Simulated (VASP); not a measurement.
Runs of VASP 6.6.1 on BAs. Symmetry: F-43m, No. 216, cubic system. Conventional cell: a = 4.816 Å, b = 4.816 Å, c = 4.816 Å, α = 90.00°, β = 90.00°, γ = 90.00°. B (site symmetry -43m) has 4 As at 2.09 Å as nearest neighbours. As (site symmetry -43m) is surrounded by 4 B at 2.09 Å. The cell is a database's computed one.

```csv
task,level,potentials or basis,cell,k mesh,cutoff (eV),grid for exact exchange (PRECFOCK),exchange at q = 0,screening parameter,gap on the mesh (eV),pressure (GPa)
band structure,PBE,"VASP PAW PBE potentials, release 64 (B, As)",as given,12 × 12 × 12,600,-,-,-,1.21,0.0
band structure,PBE0,"VASP PAW PBE potentials, release 64 (B, As)",as given,8 × 8 × 8,450,Fast,truncated,-,2.54,-4.1
band structure,HSE06,"VASP PAW PBE potentials, release 64 (B, As)",as given,8 × 8 × 8,450,Fast,-,0.2 1/A,1.89,(a)
band structure,LDA,"VASP PAW LDA potentials, release 64 (B, As)",as given,12 × 12 × 12,450,-,-,-,1.15,(b)
relaxation of cell and atoms,PBE,"VASP PAW PBE potentials, release 64 (B, As)",relaxed,11 × 11 × 11,600,-,-,-,1.23,0.0
```

Alike in all rows: no spin polarisation; smearing gaussian 0.02 eV.

Question: Estimate the missing entries.

Answer: (a) -4.0; (b) -6.2.

Caveats: the PAW data sets were made with another functional, which shifts forces and pressure a little (some runs); the relaxation stopped at its first step, so nothing moved (some runs); an odd mesh through Γ misses points on the zone boundary, where band edges often lie (some runs).

A k mesh can miss the band edges, and the runs leave out spin-orbit coupling on As.
